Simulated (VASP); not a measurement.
Method: PBE GGA, VASP's PBE PAW potentials (set 64) (plane waves; VASP 6.6.1).

The input files of a VASP run:

**POSCAR**
```
Nb
1
   -1.6500000000     1.6500000000     1.6500000000
    1.6500000000    -1.6500000000     1.6500000000
    1.6500000000     1.6500000000    -1.6500000000
Nb
1
Direct
  0.0000000000   0.0000000000   0.0000000000
```

KPOINTS:
```
kpoints
0
Gamma
 14 14 14
```

**INCAR**
```
SYSTEM = Nb
PREC = Accurate
ENCUT = 520
EDIFF = 1E-6
NELM = 100
ALGO = Normal
LREAL = .FALSE.
LASPH = .TRUE.
ISMEAR = 1
SIGMA = 0.1
GGA = PE
LMAXMIX = 4
LWAVE = .FALSE.
LCHARG = .FALSE.
IBRION = 2
ISIF = 3
NSW = 60
EDIFFG = -0.01
```

POTCAR, in this order: Nb_sv (PBE.64 set). Program: vasp_std.

Estimate the energy per atom (σ→0), volume per atom, band gap (on the k-mesh).

```
Quantity                                                    Result
------------------------  ----------------------------------------
energy per atom (σ→0)                              -10.211 eV/atom
band gap (on the k-mesh)  none (metal, semimetal or under 0.01 eV)
volume per atom                                      18.12 Å³/atom
```

### OSZICAR
```
...
DAV:   1    -0.102428390862E+02   -0.33364E-01   -0.95969E-01  2578   0.157E+01    0.142E+00
DAV:   2    -0.102132712799E+02    0.29568E-01   -0.72321E-02  3084   0.387E+00    0.399E-01
DAV:   3    -0.102101778111E+02    0.30935E-02   -0.22585E-02  3250   0.170E+00    0.223E-01
DAV:   4    -0.102108684371E+02   -0.69063E-03   -0.79561E-04  2836   0.292E-01    0.120E-01
DAV:   5    -0.102114732353E+02   -0.60480E-03   -0.17257E-03  3518   0.296E-01    0.558E-02
DAV:   6    -0.102114777706E+02   -0.45354E-05   -0.42577E-05  2338   0.927E-02    0.109E-02
DAV:   7    -0.102114785791E+02   -0.80850E-06   -0.66815E-06  2728   0.246E-02
   3 F= -.10211479E+02 E0= -.10211407E+02  d E =-.690436E-03
```

The compound is Nb in the bcc structure. This run relaxes it. Symmetry was kept, so distortions that lower it aren't found.
